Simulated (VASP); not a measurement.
Data:

```yaml
crystal:
  lattice:
    - [1.62233, -2.80995, 0.00000]
    - [1.62233, 2.80995, 0.00000]
    - [0.00000, 0.00000, 5.28419]
  atoms:
    - { symbol: Ga, position: [0.66667, 0.33333, 0.50010] }
    - { symbol: Ga, position: [0.33333, 0.66667, 0.00010] }
    - { symbol: N, position: [0.66667, 0.33333, 0.87690] }
    - { symbol: N, position: [0.33333, 0.66667, 0.37690] }
```

Method: PBEsol GGA, VASP's PBE PAW potentials (set 64) (plane waves; VASP). Run with 520 eV cut-off, 10×10×5 Γ-centred mesh, Gaussian smearing of 0.050 eV, potentials Ga_d N.

What does the run give for the energy per atom (σ→0), pressure?

```json
{
  "energy per atom (σ→0)": "-6.546 eV/atom",
  "pressure": "-9.69 GPa"
}
```

The absolute energy has meaning only against runs of the same code, potentials and settings.

The compound is GaN in the wurtzite structure. This cell is one point of a volume scan, at 1.06 of the reference volume.
